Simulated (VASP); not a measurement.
A run of VASP 6.6.1 is set up as follows.

The input INCAR:

```
PREC     = Accurate       # precision mode
ENCUT    = 520            # plane-wave cutoff, eV
EDIFF    = 1E-7           # SCF threshold, eV
ISMEAR   = 0              # smearing method
SIGMA    = 0.1            # smearing width, eV
LREAL    = False          # projectors in reciprocal space
LASPH    = True           # aspherical terms in the spheres
NELM     = 60             # most SCF steps
ALGO     = Normal         # electronic algorithm
ISIF     = 3              # what is computed and relaxed
LWAVE    = False          # write WAVECAR
LCHARG   = False          # write CHGCAR
METAGGA  = R2SCAN         # meta-GGA
LMIXTAU  = True         
IBRION   = 2              # ionic algorithm
NSW      = 80             # ionic steps
EDIFFG   = -0.002         # ionic threshold
```

KPOINTS

```
Automatic mesh
0
Gamma
  18 18 18
```

The input POSCAR:

```
Ag                                      
1.0
    0.0000000000      2.0528670479      2.0528670479
    2.0528670479     -0.0000000000      2.0528670479
    2.0528670479      2.0528670479      0.0000000000
  Ag            
     1
Direct
     0.0000000000000000    0.0000000000000000    0.0000000000000000
```

Potentials or basis: VASP PAW PBE potentials, release 64 (Ag).

Command:

```bash
$ cat potpaw_PBE.64/Ag/POTCAR > POTCAR
$ mpirun -np 1 vasp_std > vasp.out
```

Estimate the band gap on the k mesh.

none (metal or under the smearing width).

Final structure:
```
Ag
1.0
     0.00000    2.05282    2.05282
     2.05282    0.00000    2.05282
     2.05282    2.05282    0.00000
Ag
1
Direct
  0.00000 0.00000 0.00000
```
